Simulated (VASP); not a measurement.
```
Co
1.0
    1.21223    -2.09964     0.00000
    1.21223     2.09964     0.00000
    0.00000     0.00000     3.91176
Co
2
Cartesian
  1.21223   0.69988   0.97794
  1.21223  -0.69988   2.93382
```
Starting moments (μB, in the order of the record's atoms Co Co): 1.6 1.6.

Level of theory: PBEsol GGA, VASP's PBE PAW potentials (set 64) (plane waves; VASP). Numerical set-up: 500 eV cut-off, 17×17×9 Γ-centred mesh, first-order Methfessel-Paxton smearing of 0.10 eV, potentials Co.

Energy and stress use the plane-wave basis of the starting cell.

Task: The ions, cell shape and volume at an external pressure of 20.0 GPa are relaxed. Which structure does the run end with?

Result: 
```
Co
1.0
    1.19890    -2.07656     0.00000
    1.19890     2.07656     0.00000
    0.00000     0.00000     3.87070
Co
2
Direct
  0.33333   0.66667   0.25000
  0.66667   0.33333   0.75000
```
Space group P6_3/mmc (194), at a tolerance of 0.03 Å. The cell ends with 3.01 μB, on the sites 1.50 1.50 μB.

Task: How do energy and volume change from the first to the last step?

Result: The energy (σ→0) changes by +29.7 meV/atom and the volume by -3.2 %, in 3 ionic steps.

| step | E(σ→0) (eV) | max force (eV/Å) | pressure (GPa) | volume (Å³) |
|---|---|---|---|---|
| 1 | -15.4493 | 0.000 | 9.92 | 19.91 |
| 2 | -15.1783 | 0.000 | 42.91 | 18.16 |
| 3 | -15.3900 | 0.000 | 19.89 | 19.27 |

The compound is Co in the hcp structure. This run relaxes it under an external pressure of 20 GPa. Symmetry was kept, so distortions that lower it aren't found.
